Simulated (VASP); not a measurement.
## C (space group Fd-3m): computed properties

The numbers are results of r2SCAN meta-GGA, VASP's PBE PAW potentials (set 64) (plane waves; VASP), not measurements.

space group: Fd-3m (227)
cell: a = b = c = 3.5632 Å, α = β = γ = 90.00°
volume per atom: 5.65 Å³/atom
band gap (over mesh and band path): 4.33 eV
smallest direct gap (over mesh and band path): 5.84 eV
density: 3.53 g/cm³
mean ε∞ (independent particles): 5.72

C has the cubic space group Fd-3m, origin choice 1 (No. 227), the diamond structure, Pearson symbol cF8. Lattice parameters: a = b = c = 3.5632 Å, α = β = γ = 90.00°. C on 8a sees 4 C at 1.543 Å (tetrahedral). (Neighbours: up to the widest gap in distance over summed covalent radii, below 1.35, at either atom.)
(The calculation used a cell of 2 atoms; values per cell refer to that cell.)

The structure comes from a computed database's C entry (Fd-3m); how it stands against other phases isn't given here. It was relaxed first. Symmetry was kept, so distortions that lower it aren't found.
